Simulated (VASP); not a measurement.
C:

```
C
1.0
     2.45600    0.00000    0.00000
    -1.22800    2.12696    0.00000
     0.00000    0.00000    6.69600
C
4
Direct
  0.00000 0.00000 0.75000
  0.00000 0.00000 0.25000
  0.33333 0.66667 0.75000
  0.66667 0.33333 0.25000
```

| Quantity | Value |
| --- | --- |
| Program | VASP 6.6.1 |
| Task | relaxation of cell and atoms |
| Functional | PBE |
| Potentials or basis | VASP PAW PBE potentials, release 64 (C) |
| Cutoff | 520 eV |
| k mesh | 15 × 15 × 6 |
| Occupations | gaussian, width 0.02 eV |
| Spin | no spin polarisation |

At the start: pressure 5.0 GPa; volume 8.74 Å³/atom.

Q: How do energy, volume and symmetry change on relaxing?

A: Over 9 steps the energy falls by 12.2 meV/atom and the volume is 9.92 Å³/atom (+13.4 %); space group P6_3/mmc (No. 194, to 0.05 Å).

The path:
```
step  energy change (eV)  largest force (eV/Å)  pressure (GPa)  volume (Å³)
   1              0.0000                0.0000            5.00        34.98
   2              0.0166                0.0000           -7.07        36.38
   3             -0.0080                0.0000            0.40        35.48
   4             -0.0147                0.0000            0.34        35.81
   5             -0.0306                0.0000            0.18        36.81
   6             -0.0472                0.0000           -0.08        38.80
   7             -0.0489                0.0000           -0.21        39.69
   8             -0.0473                0.0000            1.85        39.43
   9             -0.0489                0.0000            0.00        39.67
```

Final structure:
```xyz
4
Lattice="2.4676 0.0000 0.0000 -1.2338 2.1370 0.0000 0.0000 0.0000 7.5218" Properties=species:S:1:pos:R:3 pbc="T T T"
C     0.0000    0.0000    5.6414
C     0.0000    0.0000    1.8805
C     0.0000    1.4247    5.6414
C     1.2338    0.7123    1.8805
```

Caveat: this functional lacks dispersion, which binds the layers, so the pressure and a relaxed spacing across them are unreliable; the volume moved by +13 % from the deposited cell, more than functionals usually miss.
